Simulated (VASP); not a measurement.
Data:

```
CELL_PARAMETERS angstrom
      0.00000     2.70367     2.70367
      2.70367     0.00000     2.70367
      2.70367     2.70367     0.00000
ATOMIC_POSITIONS crystal
  K  0.00000 0.00000 0.00000
  F  0.50000 0.50000 0.50000
```

Calculation: PW91 GGA, VASP's PBE PAW potentials (set 64) (plane waves; VASP). Numerical set-up: 520 eV cut-off, 8×8×8 Γ-centred mesh, Gaussian smearing of 0.050 eV, potentials K_sv F.

Estimate the energy per atom (σ→0), band gap (on the k-mesh) with the smallest direct gap where there is one.

- band gap (on the k-mesh): 6.05 eV
- smallest direct gap (on the k-mesh): 6.05 eV
- energy per atom (σ→0): -4.195 eV/atom

Only differences to runs with the same potentials and settings are physical.

The compound is KF in the rock salt structure. It was relaxed first. The start is the result of an earlier pass.
